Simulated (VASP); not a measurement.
Energy against volume of SrCl₂ (fluorite). All values below come from PBE GGA with D3 dispersion (Becke-Johnson damping), VASP's PBE PAW potentials (set 64) (plane waves; VASP). Numerical set-up: 520 eV cut-off, 6×6×6 Γ-centred mesh, Gaussian smearing of 0.050 eV, potentials Sr_sv Cl.

```csv
V (Å³/atom),E (eV/atom)
26.451,-4.46885
27.295,-4.47902
28.139,-4.48229
28.984,-4.47973
```

Task: Fit these four points and predict the energy of the run at 29.828 Å³/atom.

Result: A cubic in V^(−2/3), the third-order Birch-Murnaghan form, passes through the four points with V0 = 28.17 Å³/atom and B0 = 37 GPa, and gives -4.4723 eV/atom there. The run gave -4.4722 eV/atom, +0.1 meV/atom from the fit; all five points give B0 = 37 GPa.

The compound is SrCl2 in the fluorite structure. It was relaxed first.
